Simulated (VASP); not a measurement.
Level of theory: r2SCAN meta-GGA, VASP's PBE PAW potentials (set 64) (plane waves; VASP).

VASP input:

**POSCAR**
```
NaI
1
    0.0000000000     3.1960023889     3.1960023889
    3.1960023889     0.0000000000     3.1960023889
    3.1960023889     3.1960023889     0.0000000000
Na I
1 1
Direct
  0.0000000000   0.0000000000   0.0000000000
  0.5000000000   0.5000000000   0.5000000000
```

File KPOINTS:
```
Automatic mesh
0
Gamma
7 7 7
0 0 0
```

INCAR:
```
ALGO = Normal
EDIFF = 1E-7
ENCUT = 520
ISIF = 2
ISMEAR = 0
LASPH = T
LCHARG = F
LMAXMIX = 4
LMIXTAU = T
LREAL = F
LWAVE = F
METAGGA = R2SCAN
NELM = 100
PREC = Accurate
SIGMA = 0.05
SYSTEM = NaI
```

POTCAR, in this order: Na_pv I (PBE.64 set). Program: vasp_std.

The resulting files:

File OUTCAR:
```
 ion  position               nearest neighbor table
   1  0.000  0.000  0.000-
   2  0.500  0.500  0.500-
  LATTYP: Found a face centered cubic cell.
 ALAT       =     6.3920047778
 Subroutine PRICEL returns:
 Original cell was already a primitive cell.
 Subroutine GETGRP returns: Found 48 space group operations
The static configuration has the point symmetry O_h .
The dynamic configuration has the point symmetry O_h .
 Subroutine INISYM returns: Found 48 space group operations
 Subroutine IBZKPT returns following result:
 Found     20 irreducible k-points:

 Following reciprocal coordinates:
            Coordinates               Weight
  0.000000  0.000000  0.000000      1.000000
  0.142857  0.000000  0.000000      8.000000
  0.285714  0.000000  0.000000      8.000000
  0.428571  0.000000  0.000000      8.000000
  0.142857  0.142857  0.000000      6.000000
  0.285714  0.142857  0.000000     24.000000
  0.428571  0.142857  0.000000     24.000000
 -0.428571  0.142857  0.000000     24.000000
 -0.285714  0.142857  0.000000     24.000000
 -0.142857  0.142857  0.000000     12.000000
  0.285714  0.285714  0.000000      6.000000
  0.428571  0.285714  0.000000     24.000000
 -0.428571  0.285714  0.000000     24.000000
 -0.285714  0.285714  0.000000     12.000000
  0.428571  0.428571  0.000000      6.000000
 -0.428571  0.428571  0.000000     12.000000
  0.428571  0.285714  0.142857     24.000000
 -0.428571  0.285714  0.142857     48.000000
 -0.428571  0.428571  0.142857     24.000000
 -0.285714  0.428571  0.142857     24.000000
   k-points           NKPTS =     20   k-points in BZ     NKDIM =     20   number of bands    NBANDS=     11
   number of dos      NEDOS =    301   number of ions     NIONS =      2
   total plane-waves  NPLWV =  46656
   dimension x,y,z NGX =    36 NGY =   36 NGZ =   36
...
```

### OSZICAR
```
       N       E                     dE             d eps       ncg     rms          rms(c)
DAV:   1     0.470731639883E+02    0.47073E+02   -0.69225E+03   440   0.117E+03
DAV:   2    -0.261915372805E+02   -0.73265E+02   -0.68204E+02   468   0.237E+02
DAV:   3    -0.323851706554E+02   -0.61936E+01   -0.61609E+01   536   0.713E+01
DAV:   4    -0.325628202716E+02   -0.17765E+00   -0.17752E+00   525   0.124E+01
DAV:   5    -0.325678476561E+02   -0.50274E-02   -0.50273E-02   511   0.218E+00    0.227E+00
DAV:   6    -0.309552111048E+02    0.16126E+01   -0.40036E-01   455   0.807E+00    0.215E+00
DAV:   7    -0.310279970435E+02   -0.72786E-01   -0.20573E-01   449   0.633E+00    0.547E-01
DAV:   8    -0.310658444725E+02   -0.37847E-01   -0.17946E-01   440   0.484E+00    0.280E-01
DAV:   9    -0.310754900337E+02   -0.96456E-02   -0.92851E-02   440   0.401E+00    0.348E-01
DAV:  10    -0.308819679377E+02    0.19352E+00   -0.96766E-02   443   0.434E+00    0.146E-01
DAV:  11    -0.310814014073E+02   -0.19943E+00   -0.73085E-02   440   0.361E+00    0.701E-02
DAV:  12    -0.310783016285E+02    0.30998E-02   -0.12832E-03   503   0.478E-01    0.911E-02
DAV:  13    -0.310811593698E+02   -0.28577E-02   -0.46455E-03   440   0.950E-01    0.464E-02
DAV:  14    -0.310832900436E+02   -0.21307E-02   -0.58817E-04   446   0.308E-01    0.178E-02
DAV:  15    -0.310833065673E+02   -0.16524E-04   -0.32146E-05   482   0.740E-02    0.181E-02
DAV:  16    -0.310833180703E+02   -0.11503E-04   -0.24171E-06   500   0.215E-02    0.117E-02
DAV:  17    -0.310833111157E+02    0.69546E-05   -0.60677E-06   446   0.352E-02    0.772E-03
DAV:  18    -0.310833069011E+02    0.42146E-05   -0.36634E-06   446   0.284E-02    0.353E-03
DAV:  19    -0.310833012252E+02    0.56760E-05   -0.67599E-07   476   0.124E-02    0.352E-03
DAV:  20    -0.310833009152E+02    0.30995E-06   -0.55571E-07   455   0.125E-02    0.213E-03
DAV:  21    -0.310833012638E+02   -0.34857E-06   -0.56807E-08   482   0.332E-03    0.106E-03
DAV:  22    -0.310833020003E+02   -0.73648E-06   -0.30031E-08   374   0.281E-03    0.701E-04
DAV:  23    -0.310833035222E+02   -0.15219E-05   -0.89182E-08   449   0.494E-03    0.326E-04
DAV:  24    -0.310833043028E+02   -0.78064E-06   -0.56982E-09   238   0.120E-03    0.126E-04
DAV:  25    -0.310833044585E+02   -0.15563E-06   -0.17309E-09   238   0.552E-04    0.298E-05
DAV:  26    -0.310833044487E+02    0.97707E-08   -0.64744E-10   235   0.353E-04
   1 F= -.31083304E+02 E0= -.31083304E+02  d E =-.215438E-12
```

File OUTCAR:
```
------------------------ aborting loop because EDIFF is reached ----------------------------------------
  FORCE on cell =-STRESS in cart. coord.  units (eV):
  Direction    XX          YY          ZZ          XY          YZ          ZX
  --------------------------------------------------------------------------------------
  Total        0.2022025      0.2022025      0.2022025     -0.0000000      0.0000000     -0.0000000
  in kB        4.9618750      4.9618750      4.9618750     -0.0000000      0.0000000     -0.0000000
  external PRESSURE =       4.9618750 kB  Pullay stress =       0.0000000 kB
  volume of cell :       65.29
      direct lattice vectors                 reciprocal lattice vectors
     0.000000000  3.196002389  3.196002389    -0.156445440  0.156445440  0.156445440
     3.196002389  0.000000000  3.196002389     0.156445440 -0.156445440  0.156445440
     3.196002389  3.196002389  0.000000000     0.156445440  0.156445440 -0.156445440
  FREE ENERGIE OF THE ION-ELECTRON SYSTEM (eV)
  ---------------------------------------------------
  free  energy   TOTEN  =       -31.0833044487 eV

  energy  without entropy=      -31.0833044487  energy(sigma->0) =      -31.08330445
```
(Selected blocks of OUTCAR.)

The compound is NaI in the rock salt structure. This cell is one point of a volume scan, at 0.97 of the reference volume.
